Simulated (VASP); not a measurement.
These are revPBE GGA, VASP's PBE PAW potentials (set 64) (plane waves; VASP) values and carry that method's errors.

VASP ran on this input.

INCAR:
```
ISIF=4
NELM=100
PREC=Accurate
SIGMA=0.05
EDIFF=1E-7
LCHARG=.FALSE.
IBRION=2   # conjugate gradients
LREAL=.FALSE.   # projection in real space or not
GGA=RE   # revPBE
ISMEAR=0   # Gaussian
SYSTEM=AlN
ENCUT=520   # plane-wave cut-off (eV)
LWAVE=.FALSE.
LASPH=.TRUE.
ALGO=Normal   # blocked Davidson
NSW=30   # most ionic steps
EDIFFG=-0.01   # ionic stop
```

**KPOINTS**
```
Automatic mesh
0
Gamma
8 8 5
0 0 0
```

File POSCAR:
```
AlN
1
    1.5717138635    -2.7222882606     0.0000000000
    1.5717138635     2.7222882606     0.0000000000
    0.0000000000     0.0000000000     5.0317115980
Al N
2 2
Direct
  0.6666670000   0.3333330000   0.5000229382
  0.3333330000   0.6666670000   0.0000229382
  0.6666670000   0.3333330000   0.8819770618
  0.3333330000   0.6666670000   0.3819770618
```

POTCAR, in this order: Al N (PBE.64 set). Program: vasp_std.

Task: Estimate the energy per atom (σ→0).

Result: 
```yaml
energy per atom (σ→0): -7145 meV/atom
```

**OSZICAR**
```
...
   3 F= -.28578577E+02 E0= -.28578577E+02  d E =-.641505E-04
       N       E                     dE             d eps       ncg     rms          rms(c)
DAV:   1    -0.285785841713E+02   -0.75240E-05   -0.56813E-03   720   0.693E-01    0.106E-02
DAV:   2    -0.285785905407E+02   -0.63694E-05   -0.82703E-05   856   0.767E-02    0.700E-03
DAV:   3    -0.285785891806E+02    0.13601E-05   -0.15144E-06   832   0.140E-02    0.362E-03
DAV:   4    -0.285785888979E+02    0.28270E-06   -0.19352E-06   868   0.129E-02    0.114E-03
DAV:   5    -0.285785889129E+02   -0.14930E-07   -0.27676E-07   604   0.509E-03
   4 F= -.28578589E+02 E0= -.28578589E+02  d E =-.122480E-04
```

The compound is AlN in the wurtzite structure. This run relaxes it. Symmetry was kept, so distortions that lower it aren't found.
